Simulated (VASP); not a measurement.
## In11NiP12 (a cell with a defect): single point with PBEsol+U

In11NiP12 (a cell with a defect):

```
Ni In P
1.0
     0.00000    8.80305    8.80305
     5.86870    0.00000    5.86870
     5.86870    5.86870    0.00000
Ni In P
1 11 12
Direct
  0.00000 0.00000 0.00000
  0.00000 0.00000 0.50000
  0.00000 0.50000 0.00000
  0.00000 0.50000 0.50000
  0.33333 0.00000 0.00000
  0.33333 0.00000 0.50000
  0.33333 0.50000 0.00000
  0.33333 0.50000 0.50000
  0.66667 0.00000 0.00000
  0.66667 0.00000 0.50000
  0.66667 0.50000 0.00000
  0.66667 0.50000 0.50000
  0.08333 0.12500 0.12500
  0.08333 0.12500 0.62500
  0.08333 0.62500 0.12500
  0.08333 0.62500 0.62500
  0.41667 0.12500 0.12500
  0.41667 0.12500 0.62500
  0.41667 0.62500 0.12500
  0.41667 0.62500 0.62500
  0.75000 0.12500 0.12500
  0.75000 0.12500 0.62500
  0.75000 0.62500 0.12500
  0.75000 0.62500 0.62500
```

```yaml
Program: VASP 6.6.1
Task: single point
Functional: PBEsol
Potentials_or_basis: VASP PAW PBE potentials, release 64 (Ni, In_d, P)
Cutoff: 350 eV
k_mesh: 2 × 2 × 2
Occupations: gaussian, width 0.03 eV
Spin: collinear spin, ferromagnetic start
Starting_moments: "[3.0, 0.0, 0.0, 0.0, 0.0, 0.0, 0.0, 0.0, 0.0, 0.0, 0.0, 0.0, 0.0, 0.0, 0.0, 0.0, 0.0, 0.0, 0.0, 0.0, 0.0, 0.0, 0.0, 0.0] μB"
Hubbard_terms: Ni d U = 5 eV
Dq: 0
Further_INCAR_settings: LREAL = Auto; ALGO = All; EDIFF = 1e-05; NBANDS = 128; ISYM = 0
```

* Pressure: -1.3 GPa
* Largest force: 1.186 eV/Å
* Band gap on the k mesh: none (metal or under the smearing width)
* Net moment: 1.75 μB per cell
* Site moments: Ni +1.22; In +0.00; P +0.07, -0.01, +0.01, +0.00, -0.00 μB
* Valence electrons inside the program's atomic spheres: Ni 8.96; In 11.49, 11.50; P 2.46, 2.50, 2.48

Forces on the atoms (eV/Å):
```
Ni  -0.038  0.040  0.040
In   0.018 -0.047  0.030
In   0.019  0.030 -0.047
In  -0.030 -0.032 -0.031
In   0.101 -0.086 -0.086
In   0.077 -0.100 -0.042
In   0.077 -0.042 -0.100
In  -0.041 -0.002 -0.002
In   0.192  0.146  0.146
In  -0.155 -0.189  0.162
In  -0.155  0.162 -0.189
In  -0.032  0.019  0.019
P   -0.715 -0.668 -0.670
P    0.659  0.730 -0.656
P    0.662 -0.657  0.733
P    0.016 -0.001 -0.001
P   -0.087  0.003  0.003
P    0.063  0.030 -0.054
P    0.063 -0.054  0.030
P   -0.008  0.009  0.009
P   -0.678  0.682  0.680
P   -0.016  0.025 -0.015
P   -0.015 -0.015  0.026
P    0.024  0.016  0.017
```

Levels at points of the mesh, in eV from the Fermi level:
Spin up:
| k point | band 105 | band 106 | band 107 | band 108 | band 109 | band 110 | band 111 | band 112 |
| --- | --- | --- | --- | --- | --- | --- | --- | --- |
| (0.00, 0.00, 0.00) | -0.32 | 0.29 | 0.32 | 0.33 | 0.82 | 1.57 | 1.64 | 1.68 |
| (0.50, 0.00, 0.00) | -0.13 | -0.12 | 0.15 | 0.15 | 1.55 | 1.62 | 1.84 | 1.90 |
| (0.00, 0.50, 0.00) | -0.46 | -0.45 | -0.08 | -0.06 | 1.80 | 2.04 | 2.52 | 2.57 |
| (0.00, 0.00, 0.50) | -0.46 | -0.45 | -0.08 | -0.06 | 1.80 | 2.04 | 2.52 | 2.57 |
| (0.50, 0.00, 0.50) | -0.86 | -0.55 | -0.48 | -0.18 | 2.56 | 2.57 | 2.70 | 2.78 |
| (0.50, 0.50, 0.00) | -0.86 | -0.55 | -0.48 | -0.18 | 2.56 | 2.57 | 2.70 | 2.78 |
| (0.00, 0.50, 0.50) | -0.86 | -0.41 | -0.38 | -0.06 | 2.22 | 2.34 | 2.54 | 2.61 |
| (0.50, 0.50, 0.50) | -0.61 | -0.52 | -0.24 | -0.22 | 2.32 | 2.42 | 2.56 | 2.71 |
Spin down:
| k point | band 102 | band 103 | band 104 | band 105 | band 106 | band 107 | band 108 | band 109 | band 110 | band 111 |
| --- | --- | --- | --- | --- | --- | --- | --- | --- | --- | --- |
| (0.00, 0.00, 0.00) | -0.60 | -0.18 | -0.18 | 0.05 | 0.61 | 0.63 | 0.84 | 1.60 | 1.64 | 1.68 |
| (0.50, 0.00, 0.00) | -0.60 | -0.59 | -0.12 | -0.12 | 0.53 | 0.54 | 1.49 | 1.62 | 1.72 | 1.89 |
| (0.00, 0.50, 0.00) | -0.74 | -0.63 | -0.44 | -0.42 | -0.23 | 0.30 | 1.81 | 2.06 | 2.19 | 2.54 |
| (0.00, 0.00, 0.50) | -0.73 | -0.63 | -0.44 | -0.42 | -0.23 | 0.31 | 1.81 | 2.06 | 2.19 | 2.53 |
| (0.50, 0.00, 0.50) | -0.89 | -0.87 | -0.82 | -0.52 | -0.51 | 0.24 | 2.07 | 2.57 | 2.58 | 2.76 |
| (0.50, 0.50, 0.00) | -0.89 | -0.87 | -0.82 | -0.52 | -0.51 | 0.23 | 2.07 | 2.57 | 2.58 | 2.76 |
| (0.00, 0.50, 0.50) | -0.87 | -0.79 | -0.74 | -0.37 | -0.34 | 0.29 | 2.03 | 2.33 | 2.36 | 2.55 |
| (0.50, 0.50, 0.50) | -0.78 | -0.72 | -0.59 | -0.51 | -0.43 | 0.20 | 2.02 | 2.43 | 2.46 | 2.57 |

Eigenvalues of the final occupation matrices:
| site | spin | trace | eigenvalues |
| --- | --- | --- | --- |
| site 1 d | 1 | 4.75 | 0.94 0.94 0.95 0.95 0.96 |
| site 1 d | 2 | 3.58 | 0.08 0.79 0.81 0.95 0.95 |

It took 21 min on 4 MPI ranks on Intel(R) Xeon(R) Platinum 8488C (Sapphire Rapids), on a shared host, peak memory 0.88 GiB a rank.

Caveat: the k mesh is coarse (spacing up to 0.46 Å⁻¹), so the values aren't converged; the PAW data sets were made with another functional, which shifts forces and pressure a little; the U is typed as a test and isn't derived for this compound. The state reached can hang on the start; a lower one may exist.
